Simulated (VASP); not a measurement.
**BiRu: structure and properties in VASP**

Aim: relax BiRu, then compute properties on the relaxed cell. The steps: rough relaxation of the start cell, full relaxation (PBE + D3), density, ELF and potential (PBE + D3), bands along the symmetry lines (PBE + D3), density of states (PBE + D3), bands along the symmetry lines (PBE + D3) with a changed input and total energy, forces and stress (PBE + D3) with a changed input. The cell is invented: it takes the structure of COD entry 1538201, LuPd (space group 221 there), with all of its atoms replaced by other elements, volume scaled by an estimate. It may not be a known or stable phase.

Main program and level: VASP 6.6.1; PBE with D3; plane waves and PAW (Bi_d, Ru_pv); invented cell.

The structure was built from a prototype and need not be the compound's stable phase.

**1. The structure**

Before any relaxation, the start is as follows. It takes space group Pm-3m (No. 221, cubic). Conventional cell: a = 3.445 Å, b = 3.445 Å, c = 3.445 Å, α = 90.00°, β = 90.00°, γ = 90.00°. Nearest to Bi lie 8 Ru at 2.98 Å. Nearest to Ru lie 8 Bi at 2.98 Å. It derives from LuPd. It takes the structure of COD entry 1538201, LuPd (space group 221 there), with all of its atoms replaced by other elements, volume scaled by an estimate. Farther neighbours are not listed.

Structure file:

```cif
data_structure
_symmetry_space_group_name_H-M 'Pm-3m'
_symmetry_Int_Tables_number 221
_cell_length_a 3.4453
_cell_length_b 3.4453
_cell_length_c 3.4453
_cell_angle_alpha 90.000
_cell_angle_beta 90.000
_cell_angle_gamma 90.000
_cell_volume 40.90
loop_
_atom_site_label
_atom_site_type_symbol
_atom_site_symmetry_multiplicity
_atom_site_Wyckoff_symbol
_atom_site_fract_x
_atom_site_fract_y
_atom_site_fract_z
_atom_site_occupancy
Bi1 Bi 1 a 0.00000 0.00000 0.00000 1
Ru1 Ru 1 b 0.50000 0.50000 0.50000 1
```

**2. Rough relaxation of the start cell**

The start is only an estimate, so a cheap relaxation brings it near a minimum before any careful run. PBE, the usual starting point, adds the gradient of the density. A dispersion term adds the long-range attraction that semilocal functionals lack. D3 makes the C6 coefficients depend on coordination; zero damping switches the term off at short range.

Contents of INCAR:

```
SYSTEM = BiRu
PREC = Normal
ENCUT = 400
EDIFF = 1E-05
NELM = 60
ISMEAR = 0
SIGMA = 0.05
LREAL = .FALSE.
ALGO = Fast
GGA = PE
IVDW = 11
NBANDS = 20
LORBIT = 11
LWAVE = .FALSE.
LCHARG = .FALSE.
IBRION = 2
NSW = 40
ISIF = 3
EDIFFG = -0.04
```

Contents of POSCAR:

```
BiRu
1.0
    3.4452950000      0.0000000000      0.0000000000
    0.0000000000      3.4452950000      0.0000000000
    0.0000000000      0.0000000000      3.4452950000
Bi Ru
1 1
Direct
    0.0000000000      0.0000000000      0.0000000000
    0.5000000000      0.5000000000      0.5000000000
```

Contents of KPOINTS:

```
Automatic mesh
0
Gamma
5 5 5
0 0 0
```

PAW data sets: Bi_d and Ru_pv (PBE family, release 64).

Run with:

```bash
mpirun -np 1 vasp_std
```

The program printed:

```text
[banner, memory and clock lines left out]
running    1 mpi-ranks, on    1 nodes
 distrk:  each k-point on    1 cores,    1 groups
 distr:  one band on    1 cores,    1 groups

 POSCAR found type information on POSCAR BiRu
 POSCAR found :  2 types and       2 ions
 LDA part: xc-table for (Slater+PW92), standard interpolation
 POSCAR, INCAR and KPOINTS ok, starting setup
 FFT: planning ... GRIDC
 FFT: planning ... GRID_SOFT
 FFT: planning ... GRID
 WAVECAR not read
 entering main loop
       N       E                     dE             d eps       ncg     rms          rms(c)
DAV:   1     0.256654903620E+03    0.25665E+03   -0.13958E+04   416   0.149E+03
DAV:   2     0.192129031816E+01   -0.25473E+03   -0.24748E+03   412   0.437E+02
DAV:   3    -0.118465530766E+02   -0.13768E+02   -0.13576E+02   476   0.109E+02
DAV:   4    -0.121666877250E+02   -0.32013E+00   -0.31998E+00   484   0.167E+01
DAV:   5    -0.121774437787E+02   -0.10756E-01   -0.10755E-01   528   0.299E+00    0.534E+00
RMM:   6    -0.120740002419E+02    0.10344E+00   -0.57548E-01   400   0.608E+00    0.231E+00
RMM:   7    -0.120109108081E+02    0.63089E-01   -0.99579E-02   424   0.268E+00    0.176E+00
RMM:   8    -0.119985992511E+02    0.12312E-01   -0.37185E-02   403   0.165E+00    0.303E-01
RMM:   9    -0.119983266864E+02    0.27256E-03   -0.43049E-03   460   0.858E-01    0.977E-02
RMM:  10    -0.119983394757E+02   -0.12789E-04   -0.11618E-03   452   0.331E-01    0.450E-02
RMM:  11    -0.119983529336E+02   -0.13458E-04   -0.31238E-04   445   0.189E-01    0.161E-02
RMM:  12    -0.119983540579E+02   -0.11244E-05   -0.15459E-04   460   0.107E-01    0.491E-03
RMM:  13    -0.119983564232E+02   -0.23653E-05   -0.26077E-05   273   0.448E-02
   1 F= -.12805192E+02 E0= -.12798982E+02  d E =-.128052E+02
 curvature:   0.00 expect dE= 0.000E+00 dE for cont linesearch  0.000E+00
 trial: gam= 0.00000 g(F)=  0.000E+00 g(S)=  0.416E+00 ort = 0.000E+00 (trialstep = 0.100E+01)
 search vector abs. value=  0.416E+00
 bond charge predicted
       N       E                     dE             d eps       ncg     rms          rms(c)
DAV:   1    -0.275822960729E+02   -0.15584E+02   -0.28559E+02   464   0.206E+02    0.383E+01
RMM:   2    -0.136327616298E+02    0.13950E+02   -0.46803E+01   401   0.670E+01    0.106E+01
RMM:   3    -0.118863493954E+02    0.17464E+01   -0.42230E+00   449   0.253E+01    0.565E+00
RMM:   4    -0.117106494131E+02    0.17570E+00   -0.14563E+00   449   0.119E+01    0.279E+00
RMM:   5    -0.117420768662E+02   -0.31427E-01   -0.28706E-01   488   0.434E+00    0.117E+00
RMM:   6    -0.117487483137E+02   -0.66714E-02   -0.43302E-02   503   0.216E+00    0.281E-01
RMM:   7    -0.117500452271E+02   -0.12969E-02   -0.13227E-02   507   0.105E+00    0.126E-01
RMM:   8    -0.117500834794E+02   -0.38252E-04   -0.27208E-03   481   0.556E-01    0.229E-02
RMM:   9    -0.117501749855E+02   -0.91506E-04   -0.99646E-04   458   0.249E-01    0.126E-02
RMM:  10    -0.117501838555E+02   -0.88700E-05   -0.10856E-04   362   0.883E-02    0.840E-03
RMM:  11    -0.117501850231E+02   -0.11676E-05   -0.26526E-05   272   0.493E-02
   2 F= -.12745449E+02 E0= -.12740796E+02  d E =0.597428E-01
 trial-energy change:    0.059743  1 .order    0.120493   -0.415624    0.656610
 step:   0.4724(harm=  0.3876)  dis= 0.00000  next Energy=   -12.909755 (dE=-0.105E+00)
 bond charge predicted
       N       E                     dE             d eps       ncg     rms          rms(c)
DAV:   1    -0.168074280711E+02   -0.50572E+01   -0.95010E+01   464   0.147E+02    0.156E+01
RMM:   2    -0.136549330030E+02    0.31525E+01   -0.16172E+01   403   0.361E+01    0.783E+00
RMM:   3    -0.121029200775E+02    0.15520E+01   -0.22833E+00   429   0.165E+01    0.374E+00
RMM:   4    -0.120121664095E+02    0.90754E-01   -0.52079E-01   446   0.782E+00    0.151E+00
RMM:   5    -0.120207708981E+02   -0.86045E-02   -0.12281E-01   489   0.336E+00    0.577E-01
RMM:   6    -0.120227695441E+02   -0.19986E-02   -0.22953E-02   479   0.159E+00    0.166E-01
RMM:   7    -0.120233819566E+02   -0.61241E-03   -0.66527E-03   472   0.874E-01    0.122E-01
RMM:   8    -0.120233602300E+02    0.21727E-04   -0.17272E-03   472   0.456E-01    0.241E-02
RMM:   9    -0.120234028437E+02   -0.42614E-04   -0.47360E-04   472   0.202E-01    0.104E-02
RMM:  10    -0.120234101858E+02   -0.73420E-05   -0.66311E-05   333   0.100E-01
   3 F= -.12912521E+02 E0= -.12906344E+02  d E =-.107329E+00
 curvature:  -0.19 expect dE=-0.197E-04 dE for cont linesearch -0.197E-04
 trial: gam=-0.01554 g(F)=  0.785E-65 g(S)=  0.104E-03 ort = 0.656E-02 (trialstep = 0.894E+00)
 search vector abs. value=  0.259E-07
 reached required accuracy - stopping structural energy minimisation
```

It took 16 s on 1 MPI rank of AMD EPYC 7R43, shared host; peak memory 0.1 GiB.

The logs omit lines about the potential files and the build; timing stands in the text.

Parts of OUTCAR (step 2):

```text
ion  position               nearest neighbor table
   1  0.000  0.000  0.000-   2 2.98   2 2.98   2 2.98   2 2.98   2 2.98   2 2.98   2 2.98   2 2.98

  LATTYP: Found a simple cubic cell.
 ALAT       =     3.4452950000

 Subroutine GETGRP returns: Found 48 space group operations
 (whereof 48 operations were pure point group operations)

The static configuration has the point symmetry O_h .

 Found     10 irreducible k-points:

   k-points           NKPTS =     10   k-points in BZ     NKDIM =     10   number of bands    NBANDS=     20

   dimension x,y,z NGX =    18 NGY =   18 NGZ =   18
   dimension x,y,z NGXF=    36 NGYF=   36 NGZF=   36

   ENCUT  =  400.0 eV  29.40 Ry    5.42 a.u.   5.62  5.62  5.62*2*pi/ulx,y,z

   NELECT =      29.0000    total number of electrons

 k-points in reciprocal lattice and weights: Automatic mesh
   0.00000000  0.00000000  0.00000000       0.008
   0.20000000  0.00000000  0.00000000       0.048
   0.40000000  0.00000000  0.00000000       0.048
   0.20000000  0.20000000  0.00000000       0.096
   0.40000000  0.20000000  0.00000000       0.192
   0.40000000  0.40000000  0.00000000       0.096
   0.20000000  0.20000000  0.20000000       0.064
   0.40000000  0.20000000  0.20000000       0.192
   0.40000000  0.40000000  0.20000000       0.192
   0.40000000  0.40000000  0.40000000       0.064

 Edisp (eV)   -0.99526

 average (electrostatic) potential at core
       1 -99.4408       2 -67.4542

 E-fermi :  11.8736

 k-point     1 :       0.0000    0.0000    0.0000
  band No.  band energies     occupation
    ...
     10       8.7542      2.00000
     11       8.7542      2.00000
     12      11.0206      2.00000
     13      11.0206      2.00000
     14      11.0206      2.00000
     15      12.9189      0.00000
     16      12.9189      0.00000
     17      12.9189      0.00000
     18      16.1775      0.00000
     19      21.2887      0.00000
    ...

 k-point     2 :       0.2000    0.0000    0.0000
  band No.  band energies     occupation
    ...
     11       8.8115      2.00000
     12      10.0465      2.00000
     13      10.0465      2.00000
     14      10.9943      2.00000
     15      11.2400      2.00000
     16      14.5588      0.00000
     17      14.5588      0.00000
     18      17.9784      0.00000
     19      20.4944      0.00000
     20      23.3860      0.00000

 k-point     3 :       0.4000    0.0000    0.0000
  band No.  band energies     occupation
    ...
     11       8.9091      2.00000
     12       9.2237      2.00000
     13       9.2237      2.00000
     14      10.9518      2.00000
     15      11.8027      1.95518
     16      17.2560      0.00000
     17      17.2559      0.00000
     18      18.5486      0.00000
     19      19.4853      0.00000
     20      21.6634      0.00000

 Edisp (eV)   -0.88911

  Total      -0.03783    -0.03783    -0.03783    -0.00000    -0.00000     0.00000
  in kB      -1.61051    -1.61051    -1.61051    -0.00000    -0.00000     0.00000
  external pressure =       -1.61 kB  Pullay stress =        0.00 kB

  energy-cutoff  :      400.00
  volume of cell :       37.64
      direct lattice vectors                 reciprocal lattice vectors
     3.351218469  0.000000000  0.000000000     0.298398928 -0.000000000  0.000000000
     0.000000000  3.351218469  0.000000000    -0.000000000  0.298398928 -0.000000000
    -0.000000000  0.000000000  3.351218469    -0.000000000 -0.000000000  0.298398928

 POSITION                                       TOTAL-FORCE (eV/Angst)
 -----------------------------------------------------------------------------------
      0.00000      0.00000      0.00000        -0.000000     -0.000000      0.000000
      1.67561      1.67561      1.67561         0.000000      0.000000      0.000000
 -----------------------------------------------------------------------------------
    total drift:                                0.000000     -0.000000     -0.000000

  FREE ENERGIE OF THE ION-ELECTRON SYSTEM (eV)
  ---------------------------------------------------
  free  energy   TOTEN  =       -12.9125213457 eV

  energy  without entropy=      -12.9001674426  energy(sigma->0) =      -12.90634439

 reached required accuracy - stopping structural energy minimisation

 total charge
# of ion       s       p       d       tot
------------------------------------------
    1        1.467   1.418  10.010  12.895
    2        0.248   6.143   6.210  12.601
--------------------------------------------------
tot          1.716   7.561  16.219  25.496

[... 3 further parts left out ...]
```

This run has no spin polarisation. Its electron count is odd, so without a moment it is a metal by construction. The k-mesh is coarse for a metal. This relaxation is a rough one on cheap settings, only to bring the start near its minimum. Dispersion corrections of this kind ignore metallic screening and tend to overbind metals. The run keeps the 48 symmetry operations of its start, so it cannot find a distortion of lower symmetry.

The steps of the relaxation:

| step | energy less that of the first step (eV) | largest force (eV/Å) | pressure (GPa) | volume (Å³) |
| --- | --- | --- | --- | --- |
| 1 | 0.0000 | 0.0000 | -9.39 | 40.90 |
| 2 | 0.0597 | 0.0000 | 17.73 | 34.21 |
| 3 | -0.1073 | 0.0000 | -0.16 | 37.64 |

| conventional cell, symmetrised | before | after | change |
| --- | --- | --- | --- |
| a (Å) | 3.445 | 3.351 | -2.7 % |
| b (Å) | 3.445 | 3.351 | -2.7 % |
| c (Å) | 3.445 | 3.351 | -2.7 % |
| volume (Å³/atom) | 20.45 | 18.82 | -8.0 % |

Final coordinates:

```xyz
2
Lattice="3.3512 0.0000 0.0000 0.0000 3.3512 0.0000 0.0000 0.0000 3.3512" Properties=species:S:1:pos:R:3 pbc="T T T"
Bi    0.0000    0.0000    0.0000
Ru    1.6756    1.6756    1.6756
```

Numbers from this step:

| Property | Result |
| --- | --- |
| electrons | 29 |
| bands | 20 |
| irreducible k-points | 10 |
| symmetry operations | 48 |
| free energy (TOTEN) | -12.91 eV |
| energy at zero smearing | -12.91 eV |
| Fermi energy | 11.87 eV |
| pressure | -0.1611 GPa |
| metallic, judged on the points sampled | yes |
| SCF cycles over all ionic steps | 34 |

It ends with forces that vanish by symmetry and a pressure of -0.16 GPa.

(Part 1 of 4 ends here.)

[Lines on the potential files, build, host, timing and source positions are cut from VASP's logs without a mark.]

[Logs are printed without paths, hosts, clocks, repeated set-up lines and the standing remarks that a program may print on its own settings, such as how far it seeks lower states.]

[Hosts, paths, dates, database ids (printed as entryN), source tags and the programs' standing remarks are cut or masked in the printed files.]

[A measured line is paired with the nearest computed mode of its activity, which favours agreement.]

[In band tables of VASP the shares of atoms and orbitals are scaled to a sum of 1 inside the atoms' spheres.]
